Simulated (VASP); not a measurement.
Here is a VASP 6.6.1 calculation.

File INCAR:

```
PREC     = Accurate       # precision mode
ENCUT    = 600            # plane-wave cutoff, eV
EDIFF    = 1E-6           # SCF threshold, eV
ISMEAR   = 0              # smearing method
SIGMA    = 0.03           # smearing width, eV
LREAL    = False          # projectors in reciprocal space
LASPH    = True           # aspherical terms in the spheres
NELM     = 80             # most SCF steps
ALGO     = Normal         # electronic algorithm
ISIF     = 3              # what is computed and relaxed
LWAVE    = False          # write WAVECAR
LCHARG   = False          # write CHGCAR
GGA      = PE             # functional
IBRION   = 2              # ionic algorithm
NSW      = 90             # ionic steps
EDIFFG   = -0.01          # ionic threshold
```

The input KPOINTS:

```
Automatic mesh
0
Gamma
  10 10 10
```

Contents of POSCAR:

```
Ge
1.0
    0.0000000000      2.8289100000      2.8289100000
    2.8289100000      0.0000000000      2.8289100000
    2.8289100000      2.8289100000      0.0000000000
Ge
2
Direct
    0.0000000000      0.0000000000      0.0000000000
    0.2500000000      0.2500000000      0.2500000000
```

Potentials or basis: VASP PAW PBE potentials, release 64 (Ge_d).

The run is started by

```console
$ cat potpaw_PBE.64/Ge_d/POTCAR > POTCAR
$ mpirun -np 1 vasp_std > vasp.out
```

**Question.** Predict the relaxed volume.

**Answer.** 23.84 Å³/atom.

**Question.** What does it give for the space group after relaxing (to 0.05 Å)?

**Answer.** Fd-3m (No. 227).

**Question.** Predict the band gap on the k mesh.

**Answer.** None (metal or under the smearing width).

Final structure:
```
Ge
1.0
     0.00000    2.87812    2.87812
     2.87812    0.00000    2.87812
     2.87812    2.87812    0.00000
Ge
2
Direct
  0.00000 0.00000 0.00000
  0.25000 0.25000 0.25000
```

Caveat: this crystal is a semiconductor, whose small gap the functional closes, so the metal is an error of the method. Zero-point motion and thermal expansion aren't in these numbers.
